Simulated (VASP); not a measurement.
Computed with vdW-DF-cx, VASP's PBE PAW potentials (set 64) (plane waves; VASP 6.6.1).

VASP ran on this input.

**KPOINTS**
```
Automatic mesh
0
Gamma
7 7 11
0 0 0
```

**POSCAR**
```
MnO2
1.0
  4.2910172293   0.0000000000   0.0000000000
  0.0000000000   4.2910172293   0.0000000000
  0.0000000000   0.0000000000   2.7855539971
Mn O
2 4
Cartesian
  0.0000000000   0.0000000000   0.0000000000
  2.1455086147   2.1455086147   1.3927769986
  1.3011083491   1.3011083491   0.0000000000
  3.4466169637   0.8444002656   1.3927769986
  0.8444002656   3.4466169637   1.3927769986
  2.9899088802   2.9899088802   0.0000000000
```

INCAR:
```
AGGAC=0.0
ALGO=Normal
EDIFF=1E-7
EDIFFG=-0.01
ENCUT=520
GGA=CX
IBRION=2
ISIF=4
ISMEAR=1
ISPIN=2
LASPH=.True.
LCHARG=.False.
LMAXMIX=4
LORBIT=10
LREAL=.False.
LUSE_VDW=.True.
LWAVE=.False.
MAGMOM=2.4 -2.4 -0.0 2*0.0 -0.0
NELM=100
NSW=30
PREC=Accurate
SIGMA=0.1
SYSTEM=MnO2
```

POTCAR, in this order: Mn_pv O (PBE.64 set). Program: vasp_std.

### Question
What will the output report for the number of irreducible k-points (NKPTS), largest plane-wave count, number of space-group operations, FFT grid (NGX, NGY, NGZ)?

### Answer

```yaml
number of irreducible k-points (NKPTS): 60
largest_plane_wave_count: 1404
number_of_space_group_operations: 16
FFT grid (NGX, NGY, NGZ): 32 × 32 × 24
```

The compound is MnO2 in the rutile structure. This cell is one point of a volume scan, at 0.94 of the reference volume. Symmetry was kept, so distortions that lower it aren't found.
